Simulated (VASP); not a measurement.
Level of theory: PBE GGA, VASP's PBE PAW potentials (set 64) (plane waves; VASP).

The input files of a VASP run:

KPOINTS:
```
Automatic mesh
0
Gamma
7 7 7
0 0 0
```

### INCAR
```
SYSTEM = CuI
PREC = Accurate
ENCUT = 520
EDIFF = 1E-6
NELM = 100
ALGO = Normal
LREAL = .FALSE.
LASPH = .TRUE.
ISMEAR = 0
SIGMA = 0.05
GGA = PE
LMAXMIX = 4
LWAVE = .FALSE.
LCHARG = .TRUE.
```

File POSCAR:
```
CuI
3.0403570
  0.0000000000   0.9999998842   0.9999998842
  0.9999998842   0.0000000000   0.9999998842
  0.9999998842   0.9999998842   0.0000000000
Cu I
1 1
Cart
  0.0000000000   0.0000000000   0.0000000000
  0.4999999421   0.4999999421   0.4999999421
```

POTCAR, in this order: Cu I (PBE.64 set). Program: vasp_std.

Output

**OUTCAR**
```
 ion  position               nearest neighbor table
   1  0.000  0.000  0.000-   2 2.63   2 2.63   2 2.63   2 2.63
   2  0.250  0.250  0.250-   1 2.63   1 2.63   1 2.63   1 2.63
  LATTYP: Found a face centered cubic cell.
 ALAT       =     6.0807132958
 Subroutine PRICEL returns:
 Original cell was already a primitive cell.
 Subroutine GETGRP returns: Found 24 space group operations
The static configuration has the point symmetry T_d .
The dynamic configuration has the point symmetry T_d .
 Subroutine INISYM returns: Found 24 space group operations
 Subroutine IBZKPT returns following result:
 Found     20 irreducible k-points:

 Following reciprocal coordinates:
            Coordinates               Weight
  0.000000  0.000000  0.000000      1.000000
  0.142857  0.000000  0.000000      8.000000
  0.285714  0.000000  0.000000      8.000000
  0.428571  0.000000  0.000000      8.000000
  0.142857  0.142857  0.000000      6.000000
  0.285714  0.142857  0.000000     24.000000
  0.428571  0.142857  0.000000     24.000000
 -0.428571  0.142857  0.000000     24.000000
 -0.285714  0.142857  0.000000     24.000000
...
```

### OSZICAR
```
       N       E                     dE             d eps       ncg     rms          rms(c)
DAV:   1     0.105232940806E+03    0.10523E+03   -0.80945E+03   520   0.149E+03
DAV:   2     0.189772055480E+01   -0.10334E+03   -0.97702E+02   520   0.265E+02
DAV:   3    -0.551185794653E+01   -0.74096E+01   -0.72835E+01   705   0.849E+01
DAV:   4    -0.576535223516E+01   -0.25349E+00   -0.25337E+00   625   0.136E+01
DAV:   5    -0.577405747268E+01   -0.87052E-02   -0.87050E-02   759   0.258E+00    0.517E+00
DAV:   6    -0.569893555486E+01    0.75122E-01   -0.34152E+00   559   0.528E+01    0.333E+00
DAV:   7    -0.556208924291E+01    0.13685E+00   -0.76552E-01   565   0.313E+01    0.167E+00
DAV:   8    -0.556481892610E+01   -0.27297E-02   -0.48171E-02   767   0.369E+00    0.481E-01
DAV:   9    -0.556188034850E+01    0.29386E-02   -0.14361E-02   647   0.377E+00    0.151E-01
DAV:  10    -0.556204810992E+01   -0.16776E-03   -0.71438E-04   625   0.238E-01    0.626E-02
DAV:  11    -0.556207671434E+01   -0.28604E-04   -0.40322E-04   650   0.618E-01    0.346E-02
DAV:  12    -0.556207404012E+01    0.26742E-05   -0.33800E-05   815   0.118E-01    0.292E-02
DAV:  13    -0.556207243439E+01    0.16057E-05   -0.16985E-06   475   0.386E-02    0.173E-02
DAV:  14    -0.556207213527E+01    0.29912E-06   -0.11486E-05   785   0.888E-02    0.494E-03
DAV:  15    -0.556207225354E+01   -0.11826E-06   -0.10459E-06   326   0.867E-03
   1 F= -.55620723E+01 E0= -.55620723E+01  d E =-.100520E-12
```

### OUTCAR
```
------------------------ aborting loop because EDIFF is reached ----------------------------------------
  FORCE on cell =-STRESS in cart. coord.  units (eV):
  Direction    XX          YY          ZZ          XY          YZ          ZX
  --------------------------------------------------------------------------------------
  Total       -0.0044251     -0.0044251     -0.0044251      0.0000000      0.0000000      0.0000000
  in kB       -0.1261329     -0.1261329     -0.1261329      0.0000000      0.0000000      0.0000000
  external PRESSURE =      -0.1261329 kB  Pullay stress =       0.0000000 kB
  volume of cell :       56.21
      direct lattice vectors                 reciprocal lattice vectors
     0.000000000  3.040356648  3.040356648    -0.164454391  0.164454391  0.164454391
     3.040356648  0.000000000  3.040356648     0.164454391 -0.164454391  0.164454391
     3.040356648  3.040356648  0.000000000     0.164454391  0.164454391 -0.164454391
  FREE ENERGIE OF THE ION-ELECTRON SYSTEM (eV)
  ---------------------------------------------------
  free  energy   TOTEN  =        -5.5620722535 eV

  energy  without entropy=       -5.5620722535  energy(sigma->0) =       -5.56207225
```
(Selected blocks of OUTCAR.)

**OUTCAR**
```
 val. band max:        4.3368348944   @ k =   0.0000   0.0000   0.0000

 cond. band min:       5.4571144251   @ k =   0.0000   0.0000   0.0000


 Fermi energy:         4.5693272125

 k-point     1 :       0.0000    0.0000    0.0000
  band No.  band energies     occupation
      1      -9.6280      2.00000
      2       0.7372      2.00000
      3       0.7372      2.00000
      4       0.7372      2.00000
      5       2.5217      2.00000
      6       2.5217      2.00000
      7       4.3368      2.00000
      8       4.3368      2.00000
      9       4.3368      2.00000
     10       5.4571      0.00000
     11       9.2175      0.00000
     12       9.2175      0.00000
     13       9.2175      0.00000

 k-point     2 :       0.1429    0.0000    0.0000
  band No.  band energies     occupation
      1      -9.5365      2.00000
      2       0.3581      2.00000
      3       0.7439      2.00000
      4       0.7439      2.00000
      5       2.5145      2.00000
      6       2.5145      2.00000
      7       3.6207      2.00000
      8       4.1928      2.00000
      9       4.1928      2.00000
     10       6.2578      0.00000
     11       9.1438      0.00000
     12       9.4856      0.00000
     13       9.4856      0.00000

 k-point     3 :       0.2857    0.0000    0.0000
  band No.  band energies     occupation
      1      -9.3154      2.00000
      2      -0.4675      2.00000
      3       0.7544      2.00000
      4       0.7544      2.00000
      5       2.5162      2.00000
      6       2.5162      2.00000
      7       2.9549      2.00000
      8       3.8999      2.00000
      9       3.8999      2.00000
     10       6.6015      0.00000
     11       9.8036      0.00000
     12       9.8036      0.00000
     13      10.1750      0.00000

 k-point     4 :       0.4286    0.0000    0.0000
  band No.  band energies     occupation
      1      -9.1193      2.00000
      2      -1.1007      2.00000
      3       0.7578      2.00000
...
```

Unless said otherwise, spin-orbit coupling is left out, though it shifts the bands of the heavy elements here.

The compound is CuI in the zinc blende structure. It was relaxed first.
